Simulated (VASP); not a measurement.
Given:

```xyz
2
Lattice="2.7203 0.0000 0.0000 0.0000 2.7203 0.0000 0.0000 0.0000 2.7203" Properties=species:S:1:pos:R:3 pbc="T T T"
W      0.0000     0.0000     0.0000
C      1.3602     1.3602     1.3602
```

The numbers are results of r2SCAN meta-GGA with spin-orbit coupling, VASP's PBE PAW potentials (set 64) (plane waves; VASP 6.6.1), not measurements. Run with 520 eV cut-off, 12×12×12 Γ-centred mesh, Gaussian smearing of 0.050 eV, potentials W_sv C.

**Question.** Predict the energy per atom (σ→0), band gap (over mesh and band path) with the smallest direct gap where there is one.

**Answer.** 
```yaml
band gap (over mesh and band path): none (metal, semimetal or under 0.01 eV)
energy per atom (σ→0): -30.218 eV/atom
```

The structure was generated: WC was put into the CsCl type (Pm-3m), which need not be its known phase. It was relaxed first, which changed the volume by -19 %.
